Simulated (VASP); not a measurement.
Input for VASP

**INCAR**
```
EDIFFG  =  -0.02   # ionic stop
NELM  =  100
LASPH  =  .TRUE.   # aspherical one-centre terms
SIGMA  =  0.05   # width (eV)
ALGO  =  Normal   # blocked Davidson
IBRION  =  2   # conjugate gradients
ISIF  =  3   # ions, shape and volume
LREAL  =  .FALSE.   # projection in real space or not
PREC  =  Accurate
LWAVE  =  .FALSE.
NSW  =  60
ENCUT  =  400
LMAXMIX  =  4
SYSTEM  =  Be4Se3Te
ISMEAR  =  0   # Gaussian
EDIFF  =  1E-6   # SCF stop (eV)
GGA  =  PS
LCHARG  =  .FALSE.
```

### POSCAR
```
Be4Se3Te
1
    0.0051660886     5.2666268157     5.2506416852
    5.2666268157     0.0051660886     5.2506416852
    2.6358964521     2.6358964521    -0.0000000000
Be Te Se
4 1 3
Direct
  0.9886171886   0.9886171886   0.0227656229
  0.9939287727   0.5168219344   0.9892492929
  0.5168219344   0.9939287727   0.9892492929
  0.5006284953   0.5006284953   0.9987430095
  0.1251290123   0.1251290123   0.2497419753
  0.1246150918   0.6250707822   0.2503141260
  0.6250707822   0.1246150918   0.2503141260
  0.6251887228   0.6251887228   0.2496225544
```

File KPOINTS:
```
Regular mesh
0
G
 4 4 7
```

POTCAR, in this order: Be Te Se (PBE.64 set). Program: vasp_std.

Q: Translate this PBEsol calculation to Quantum ESPRESSO's pw.x.

A: One equivalent input (not run):
```
&CONTROL
  calculation = 'vc-relax'
  pseudo_dir = './pseudo'
  outdir = './out'
  tprnfor = .true.
  tstress = .true.
  nstep = 60
  forc_conv_thr = 0.00078
/
&SYSTEM
  ibrav = 0
  nat = 8
  ntyp = 3
  ecutwfc = 88
  occupations = 'smearing'
  smearing = 'gaussian'
  degauss = 0.003675
  input_dft = 'pbesol'
/
&ELECTRONS
  conv_thr = 7.3e-08
  electron_maxstep = 100
/
&IONS
/
&CELL
/
ATOMIC_SPECIES
  Be 9.012 Be.upf
  Te 127.600 Te.upf
  Se 78.971 Se.upf
CELL_PARAMETERS angstrom
     0.0051661    5.2666268    5.2506417
     5.2666268    0.0051661    5.2506417
     2.6358965    2.6358965   -0.0000000
ATOMIC_POSITIONS crystal
  Be   0.9886172  0.9886172  0.0227656
  Be   0.9939288  0.5168219  0.9892493
  Be   0.5168219  0.9939288  0.9892493
  Be   0.5006285  0.5006285  0.9987430
  Te   0.1251290  0.1251290  0.2497420
  Se   0.1246151  0.6250708  0.2503141
  Se   0.6250708  0.1246151  0.2503141
  Se   0.6251887  0.6251887  0.2496226
K_POINTS automatic
  4 4 7 0 0 0
```
Limits of the translation: the potentials are each code's own (VASP's PAW set, PseudoDojo norm-conserving files in pw.x), so ENCUT and ecutwfc are chosen apart and not converted; conv_thr bounds pw.x's estimated SCF error, while EDIFF bounds the energy change between steps; forc_conv_thr acts on force components and is met together with etot_conv_thr.

The structure was generated: Be4Se3Te was put into an ordered model structure (Amm2), which need not be its known phase. This run relaxes it. Symmetry was kept, so distortions that lower it aren't found. The start is the result of an earlier pass.
